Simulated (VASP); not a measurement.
```xyz
8
Lattice="5.6300 0.0000 0.0000 0.0000 5.6300 0.0000 0.0000 0.0000 5.6300" Properties=species:S:1:pos:R:3 pbc="T T T"
Sn     0.0000     0.0000     0.0000
Sn     2.8150     2.8150     2.8150
Zr     1.4075     0.0000     2.8150
Zr     2.8150     4.2225     0.0000
Zr     4.2225     0.0000     2.8150
Zr     2.8150     1.4075     0.0000
Zr     0.0000     2.8150     4.2225
Zr     0.0000     2.8150     1.4075
```

Method: LDA (Ceperley-Alder, Perdew-Zunger), VASP's LDA PAW potentials (set 64) (plane waves; VASP). Run with 300 eV cut-off, 5×5×5 Γ-centred mesh, Fermi-Dirac smearing of 0.10 eV, potentials Sn_d Zr_sv.

At this cut-off the stress carries a Pulay error, which pulls relaxed volumes low. Unless said otherwise, spin-orbit coupling is left out, though it shifts the bands of the heavy elements here.

Q: Predict the energy per atom (σ→0), pressure, band gap (on the k-mesh) with the smallest direct gap where there is one.

A: 
```yaml
band gap (on the k-mesh): none (metal, semimetal or under 0.01 eV)
energy per atom (σ→0): -8.502 eV/atom
pressure: -6.62 GPa
```

The structure comes from a measured Zr3Sn entry of the Crystallography Open Database, whose conditions weren't checked. The cell was not relaxed at this level.
